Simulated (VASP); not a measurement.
Consider the following.

```xyz
4
Lattice="4.0846 0.0000 0.0000 0.0000 4.0846 0.0000 0.0000 0.0000 4.0846" Properties=species:S:1:pos:R:3 pbc="T T T"
Sc     0.0000     0.0000     0.1500
Al     0.0000     2.0423     2.0423
Al     2.0423     0.0000     2.0423
Al     2.0423     2.0423     0.0000
```

Method: r2SCAN meta-GGA, VASP's PBE PAW potentials (set 64) (plane waves; VASP). Numerical set-up: 480 eV cut-off, 8×8×8 Γ-centred mesh, first-order Methfessel-Paxton smearing of 0.10 eV, potentials Sc_sv Al.

Question: Which forces act on the atoms, in eV/Å?

Answer: 
```json
[
 {"atom": "Sc1", "Fx": "0.000", "Fy": "0.000", "Fz": "-1.595"},
 {"atom": "Al2", "Fx": "0.000", "Fy": "0.000", "Fz": "0.708"},
 {"atom": "Al3", "Fx": "0.000", "Fy": "0.000", "Fz": "0.708"},
 {"atom": "Al4", "Fx": "0.000", "Fy": "0.000", "Fz": "0.179"}
]
```

Question: Give the stress tensor in GPa (positive for a compressed cell).

Answer: 
```
0.65  0.00  0.00
0.00  0.65  0.00
0.00  0.00  0.66
```
The pressure is its mean diagonal, 0.65 GPa.

The compound is Al3Sc in the L1_2 structure. This cell was strained or had an atom moved on purpose.
